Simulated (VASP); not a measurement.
```yaml
crystal:
  lattice:
    - [4.05097, 0.00000, 0.00000]
    - [0.00000, 4.05097, 0.00000]
    - [0.00000, 0.00000, 5.71296]
  atoms:
    - { symbol: Mg, position: [0.50000, 0.00000, 0.73713] }
    - { symbol: Mg, position: [0.00000, 0.50000, 0.26287] }
    - { symbol: Se, position: [0.50000, 0.50000, 0.00000] }
    - { symbol: S, position: [0.00000, 0.00000, 0.50000] }
```

These are LDA (Ceperley-Alder, Perdew-Zunger) with spin-orbit coupling, VASP's LDA PAW potentials (set 64) (plane waves; VASP) values and carry that method's errors. Run with 400 eV cut-off, 5×5×4 Γ-centred mesh, Gaussian smearing of 0.050 eV, potentials Mg Se S.

**Question.** Give the energies of bands 7 to 20 at the high-symmetry points, in eV from the valence-band maximum.

**Answer.** 
```csv
band,Γ,X,M,Z,R,A
7,-1.50,-2.71,-3.27,-2.13,-3.49,-2.77
8,-1.50,-2.71,-3.27,-2.13,-3.49,-2.77
9,-1.42,-1.84,-1.49,-1.21,-0.95,-2.25
10,-1.42,-1.84,-1.49,-1.21,-0.95,-2.25
11,-0.33,-1.66,-1.43,-1.17,-0.65,-2.09
12,-0.33,-1.66,-1.43,-1.17,-0.65,-2.09
13,-0.08,-0.97,-1.28,-0.61,-0.52,-1.76
14,-0.08,-0.97,-1.28,-0.61,-0.52,-1.76
15,0.00,-0.22,-1.15,-0.39,-0.16,-1.60
16,0.00,-0.22,-1.15,-0.39,-0.16,-1.60
17,2.66,5.50,3.00,4.45,4.24,4.98
18,2.66,5.50,3.00,4.45,4.24,4.98
19,3.32,5.74,3.42,4.72,4.50,5.09
20,3.32,5.74,3.42,4.72,4.50,5.09
```

The gap is direct, 2.66 eV, from the valence maximum at Γ to the conduction minimum at Γ.

The structure comes from a computed database's Mg2SeS entry (P-4m2); how it stands against other phases isn't given here. It was relaxed first.
